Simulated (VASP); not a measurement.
# CrInF3 (Pm-3m) in VASP: reference runs

Reference runs on CrInF3: the cell as given.

Program: VASP 6.6.1. These are calculated values, not measurements. Logs are shortened: lines on timing, memory, paths and dates and some standing lists are left out, and cuts for length are marked.

## Step 1: The crystal as given

Symmetry: Pm-3m, No. 221, cubic system. The conventional cell has a = 3.911 Å, b = 3.911 Å, c = 3.911 Å, α = 90.00°, β = 90.00°, γ = 90.00°. Around Cr (site symmetry m-3m) lie 6 F at 1.96 Å. Around In (site symmetry m-3m) lie 12 F at 2.77 Å. F (site symmetry 4/mmm) has 2 Cr at 1.96 Å as nearest neighbours.

The cell was built by a generator and needn't be a form met in nature.

## Step 2: Single point, PBE, collinear spin, ferromagnetic start

INCAR

```
ALGO     = Normal         # electronic algorithm
EDIFF    = 1E-7           # SCF threshold, eV
ENCUT    = 520            # plane-wave cutoff, eV
GGA      = PE             # functional
ISIF     = 2              # what is computed and relaxed
ISMEAR   = -1             # smearing method
ISPIN    = 2              # spin polarisation
LASPH    = True           # aspherical terms in the spheres
LCHARG   = False          # write CHGCAR
LMAXMIX  = 4              # l up to which the mixer works
LORBIT   = 11             # projections on sites
LREAL    = False          # projectors in reciprocal space
LWAVE    = False          # write WAVECAR
MAGMOM   = 3 0 0 0 0      # initial moments
NBANDS   = 35             # bands
NELM     = 150            # most SCF steps
PREC     = Accurate       # precision mode
SIGMA    = 0.05           # smearing width, eV
```

KPOINTS

```
k-points
0
Gamma
  7 7 7
```

POSCAR

```
CrInF3
1.0
    3.9108483800      0.0000000000      0.0000000000
    0.0000000000      3.9108483800      0.0000000000
    0.0000000000      0.0000000000      3.9108483800
Cr In F
1 1 3
Direct
    0.5000000000      0.5000000000      0.5000000000
    0.0000000000      0.0000000000      0.0000000000
    0.5000000000      0.5000000000      0.0000000000
    0.0000000000      0.5000000000      0.5000000000
    0.5000000000      0.0000000000      0.5000000000
```

Potentials or basis: VASP PAW PBE potentials, release 64 (Cr_pv, In_d, F).

Run with:

```sh
$ cat potpaw_PBE.64/Cr_pv/POTCAR potpaw_PBE.64/In_d/POTCAR potpaw_PBE.64/F/POTCAR > POTCAR
$ mpirun -np 1 vasp_std > vasp.out
```

OUTCAR:

```text
EDIFF = 1E-7
   ENCUT = 520
   GGA = PE
   ISIF = 2
   ISMEAR = -1
   ISPIN = 2
   LASPH = True
   LORBIT = 11
   LREAL = False
   NELM = 150
   PREC = Accurate

 ion  position               nearest neighbor table
   1  0.500  0.500  0.500-   3 1.96   4 1.96   5 1.96   3 1.96   5 1.96   4 1.96   2 3.39   2 3.39
                             2 3.39   2 3.39   2 3.39   2 3.39   2 3.39   2 3.39
   2  0.000  0.000  0.000-   3 2.77   4 2.77   5 2.77   4 2.77   5 2.77   3 2.77   4 2.77   4 2.77
                             3 2.77   5 2.77   5 2.77   3 2.77   1 3.39   1 3.39   1 3.39   1 3.39
   3  0.500  0.500  0.000-   1 1.96   1 1.96   2 2.77   2 2.77   2 2.77   2 2.77
   4  0.000  0.500  0.500-   1 1.96   1 1.96   2 2.77   2 2.77   2 2.77   2 2.77
   5  0.500  0.000  0.500-   1 1.96   1 1.96   2 2.77   2 2.77   2 2.77   2 2.77

  LATTYP: Found a simple cubic cell.
 ALAT       =     3.9108483800

  Lattice vectors:

 A1 = (   3.9108483800,   0.0000000000,   0.0000000000)
 A2 = (   0.0000000000,   3.9108483800,   0.0000000000)
 A3 = (   0.0000000000,   0.0000000000,   3.9108483800)

Analysis of symmetry for initial positions (statically):
=====================================================================
 Subroutine PRICEL returns:
 Original cell was already a primitive cell.

 Routine SETGRP: Setting up the symmetry group for a
 simple cubic supercell.

 Subroutine GETGRP returns: Found 48 space group operations
 (whereof 48 operations were pure point group operations)
 out of a pool of 48 trial point group operations.

The static configuration has the point symmetry O_h .

Analysis of symmetry for dynamics (positions and initial velocities):
=====================================================================
 Subroutine PRICEL returns:
 Original cell was already a primitive cell.

 Routine SETGRP: Setting up the symmetry group for a
 simple cubic supercell.

 Subroutine GETGRP returns: Found 48 space group operations
 (whereof 48 operations were pure point group operations)
 out of a pool of 48 trial point group operations.

The dynamic configuration has the point symmetry O_h .

Analysis of structural, dynamic, and magnetic symmetry:
=====================================================================
 Subroutine PRICEL returns:
 Original cell was already a primitive cell.

 Routine SETGRP: Setting up the symmetry group for a
 simple cubic supercell.

 Subroutine GETGRP returns: Found 48 space group operations
 (whereof 48 operations were pure point group operations)
 out of a pool of 48 trial point group operations.

The overall configuration has the point symmetry O_h .

 Subroutine INISYM returns: Found 48 space group operations
 (whereof 48 operations are pure point group operations),
 and found     1 'primitive' translations

----------------------------------------------------------------------------------------

                                     Primitive cell

  volume of cell :      59.8154

  direct lattice vectors                    reciprocal lattice vectors
     3.910848380  0.000000000  0.000000000     0.255698995  0.000000000  0.000000000
     0.000000000  3.910848380  0.000000000     0.000000000  0.255698995  0.000000000
     0.000000000  0.000000000  3.910848380     0.000000000  0.000000000  0.255698995

  length of vectors
     3.910848380  3.910848380  3.910848380     0.255698995  0.255698995  0.255698995

  position of ions in fractional coordinates (direct lattice)
     0.500000000  0.500000000  0.500000000
     0.000000000  0.000000000  0.000000000
     0.500000000  0.500000000  0.000000000
     0.000000000  0.500000000  0.500000000
     0.500000000  0.000000000  0.500000000

  ion indices of the primitive-cell ions
   primitive index   ion index
                 1           1
                 2           2
                 3           3
                 4           4
                 5           5

----------------------------------------------------------------------------------------

 KPOINTS: k-points

[... 24 lines left out ...]
  0.000000  0.000000  0.000000      1.000000
  0.142857  0.000000  0.000000      6.000000
  0.285714  0.000000  0.000000      6.000000
  0.428571  0.000000  0.000000      6.000000
  0.142857  0.142857  0.000000     12.000000
  0.285714  0.142857  0.000000     24.000000
[... 12 lines left out ...]
  0.428571  0.428571  0.285714     24.000000
  0.428571  0.428571  0.428571      8.000000
   k-points           NKPTS =     20   k-points in BZ     NKDIM =     20   number of bands    NBANDS=     35
   number of dos      NEDOS =    301   number of ions     NIONS =      5
   total plane-waves  NPLWV =  27000
   dimension x,y,z NGX =    30 NGY =   30 NGZ =   30
   dimension x,y,z NGXF=    60 NGYF=   60 NGZF=   60
   ions per type =               1   1   3
   NGX,Y,Z   is equivalent  to a cutoff of  12.75, 12.75, 12.75 a.u.
   NGXF,Y,Z  is equivalent  to a cutoff of  25.51, 25.51, 25.51 a.u.
 SYSTEM =  unknown system
   PREC   = accura    normal or accurate (medium, high low for compatibility)
   ISTART =      0    job   : 0-new  1-cont  2-samecut
   ICHARG =      2    charge: 1-file 2-atom 10-const
   ISPIN  =      2    spin polarized calculation?
   LNONCOLLINEAR =      F non collinear calculations
   LSORBIT =      F    spin-orbit coupling
   LASPH  =      T    aspherical Exc in radial PAW
   ENCUT  =  520.0 eV  38.22 Ry    6.18 a.u.   7.27  7.27  7.27*2*pi/ulx,y,z
   NELM   =    150;   NELMIN=  2; NELMDL= -5     # of ELM steps
   EDIFF  = 0.1E-06   stopping-criterion for ELM
   LREAL  =      F    real-space projection
   EDIFFG = 0.1E-05   stopping-criterion for IOM
   NSW    =      0    number of steps for IOM
   IBRION =     -1    ionic relax: 0-MD 1-quasi-New 2-CG
   NFREE  =      0    steps in history (QN), initial steepest desc. (CG)
   ISIF   =      2    stress and relaxation
   ISYM   =      2    0-nonsym 1-usesym 2-fastsym
   POTIM  = 0.5000    time-step for ionic-motion
   TEBEG  =    0.0;   TEEND  =   0.0 temperature during run
   PSTRESS=    0.0 pullay stress
   NELECT =      46.0000    total number of electrons
   NUPDOWN=      -1.0000    fix difference up-down
   EMIN   =  10.00;   EMAX   =-10.00  energy-range for DOS
   EFERMI =   0.00;   METHOD = LEGACY
   ISMEAR =    -1;   SIGMA  =   0.05  broadening in eV -4-tet -1-fermi 0-gaus
   EFERMI_NEDOS =   21; number of points for ismear=-14 and -15
   IALGO  =     38    algorithm
   IMIX   =      4    mixing-type and parameters
     AMIX     =   0.40;   BMIX     =  1.00
     AMIX_MAG =   1.60;   BMIX_MAG =  1.00
  volume/ion in A,a.u.               =      11.96        80.73
  Fermi-wavevector in a.u.,A,eV,Ry     =   1.499880  2.834362 30.608203  2.249639
  Thomas-Fermi vector in A             =   2.611452
   LORBIT       =     11    0 simple, 1 ext, 2 COOP (PROOUT), +10 PAW based schemes
   GGA     = PE    functional components
   LHFCALC =     F    Hartree Fock is set to
   AEXX    =    0.0000 exact exchange contribution
   IVDW    =     0    specifies the selected vdW correction
   LEPSILON=     F    determine dielectric tensor
   LRPA    =     F    only Hartree local field effects (RPA)
 spin polarized calculation
  energy-cutoff  :      520.00
  volume of cell :       59.82
 maximum number of plane-waves:      1622
 NGX is ok and might be reduce to    30
   NGX = 15   NGY = 15   NGZ = 15

 number of electron      45.9999993 magnetization       3.9819265

 Free energy of the ion-electron system (eV)
  ---------------------------------------------------
  ext. energy  EPLUGINS =         0.00000000
  ---------------------------------------------------
  free energy    TOTEN  =       -26.19132144 eV

  energy without entropy =      -26.17986249  energy(sigma->0) =      -26.18559197

 E-fermi :   8.7417     XC(G=0): -11.2151

 val. band max:        8.6266492842   @ k =   0.4286   0.2857   0.1429
 cond. band min:       8.7429855545   @ k =   0.4286   0.0000   0.0000
 fundamental gap:      0.1163362703
 Fermi energy:         8.7416774828

 spin component 1

 k-point     1 :       0.0000    0.0000    0.0000
  band No.  band energies     occupation
      1     -36.4832      1.00000
      2     -36.4832      1.00000
      3     -36.4832      1.00000
      4     -18.5714      1.00000
      5     -17.8838      1.00000
      6     -17.8838      1.00000
[... 749 lines left out ...]
     34      18.2947      0.00000
     35      24.0108      0.00000
 Fermi energy:         8.7416774828

 spin component 2

 k-point     1 :       0.0000    0.0000    0.0000
  band No.  band energies     occupation
      1     -32.7902      1.00000
      2     -32.7902      1.00000
      3     -32.7902      1.00000
      4     -18.4491      1.00000
      5     -17.7815      1.00000
      6     -17.7815      1.00000
[... 749 lines left out ...]
     34      19.3438      0.00000
     35      24.1961      0.00000

------------------------ aborting loop because EDIFF is reached ----------------------------------------

  FORCE on cell =-STRESS in cart. coord.  units (eV):
  Direction    XX          YY          ZZ          XY          YZ          ZX
  --------------------------------------------------------------------------------------
  -------------------------------------------------------------------------------------
  Total       11.1696039     11.1696039     11.1696039      0.0000000      0.0000000     -0.0000000
  in kB      299.1819686    299.1819686    299.1819686      0.0000000      0.0000000     -0.0000000
  external PRESSURE =     299.1819686 kB  Pullay stress =       0.0000000 kB

 VOLUME and BASIS-vectors are now :
 -----------------------------------------------------------------------------
  energy-cutoff  :      520.00
  volume of cell :       59.82
      direct lattice vectors                 reciprocal lattice vectors
     3.910848380  0.000000000  0.000000000     0.255698995  0.000000000  0.000000000
     0.000000000  3.910848380  0.000000000     0.000000000  0.255698995  0.000000000
     0.000000000  0.000000000  3.910848380     0.000000000  0.000000000  0.255698995

 POSITION                                       TOTAL-FORCE (eV/Angst)
 -----------------------------------------------------------------------------------
      1.95542      1.95542      1.95542         0.000000      0.000000      0.000000
      0.00000      0.00000      0.00000         0.000000      0.000000      0.000000
      1.95542      1.95542      0.00000         0.000000      0.000000      0.000000
      0.00000      1.95542      1.95542         0.000000      0.000000      0.000000
      1.95542      0.00000      1.95542         0.000000      0.000000      0.000000
 -----------------------------------------------------------------------------------
    total drift:                                0.000000      0.000000     -0.000000

  FREE ENERGIE OF THE ION-ELECTRON SYSTEM (eV)
  ---------------------------------------------------
  free  energy   TOTEN  =       -26.1913214435 eV

  energy  without entropy=      -26.1798624906  energy(sigma->0) =      -26.18559197

 total charge

# of ion       s       p       d       tot
------------------------------------------
    1        0.223   6.257   4.274  10.754
    2        1.266   0.173   9.867  11.306
    3        1.750   4.381   0.000   6.130
    4        1.750   4.381   0.000   6.130
    5        1.750   4.381   0.000   6.130
--------------------------------------------------
tot          6.739  19.572  14.140  40.451

 magnetization (x)

# of ion       s       p       d       tot
------------------------------------------
    1        0.027   0.027   3.549   3.603
    2       -0.001   0.025   0.002   0.026
    3        0.009   0.026   0.000   0.035
    4        0.009   0.026   0.000   0.035
    5        0.009   0.026   0.000   0.035
--------------------------------------------------
tot          0.053   0.131   3.550   3.734
```

It took 39 s on 1 thread of AMD EPYC 9R45 (Zen 5), shared host; peak memory 0.19 GiB.

Results:

| Property | Result |
| --- | --- |
| Free energy | -26.1913 eV |
| Pressure | 29.9 GPa |
| Band gap on the k mesh | none (metal or under the smearing width) |
| Net moment | 3.98 μB per cell |
| Site moments | Cr +3.60; In +0.03; F +0.04 μB |
| Valence electrons inside the program's atomic spheres | Cr 10.75; In 11.31; F 6.13 |

Levels at points of the mesh, in eV from the Fermi level:
Spin up:
| k point | band 22 | band 23 | band 24 | band 25 | band 26 | band 27 | band 28 | band 29 |
| --- | --- | --- | --- | --- | --- | --- | --- | --- |
| (0.00, 0.00, 0.00) | -2.60 | -2.60 | -2.60 | -0.93 | -0.93 | 4.72 | 4.72 | 4.72 |
Spin down:
```csv
k point,band 18,band 19,band 20,band 21,band 22,band 23,band 24,band 25
"(0.00, 0.00, 0.00)",-7.39,-7.39,-7.39,-6.07,0.90,0.90,0.90,1.93
```

Caveat: a pressure of tens of GPa on the cell as given is suspect, and the run, the potentials or the cell itself is likely at fault; a cell with one magnetic atom can't hold antiferromagnetic order, which such compounds often take; semilocal functionals often make such compounds metallic where correlation or magnetic order opens a gap, which also shifts bond lengths.
